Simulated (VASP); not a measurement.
Given:

```
CELL_PARAMETERS angstrom
      0.00000     2.97898     2.97898
      2.97898     0.00000     2.97898
      2.97898     2.97898     0.00000
ATOMIC_POSITIONS crystal
  Li 0.25000 0.25000 0.25000
  Li 0.75000 0.75000 0.75000
  Se 0.00000 0.00000 0.00000
```

The numbers are results of PBEsol GGA, VASP's PBE PAW potentials (set 64) (plane waves; VASP), not measurements. Numerical set-up: 520 eV cut-off, 7×7×7 Γ-centred mesh, tetrahedra with Blöchl corrections, potentials Li_sv Se.

Task: Predict the energy per atom (σ→0).

Result: 
```json
{
 "energy per atom (σ→0)": "-3.853 eV/atom"
}
```

The absolute energy has meaning only against runs of the same code, potentials and settings.

The compound is Li2Se in the antifluorite structure. It was relaxed first.
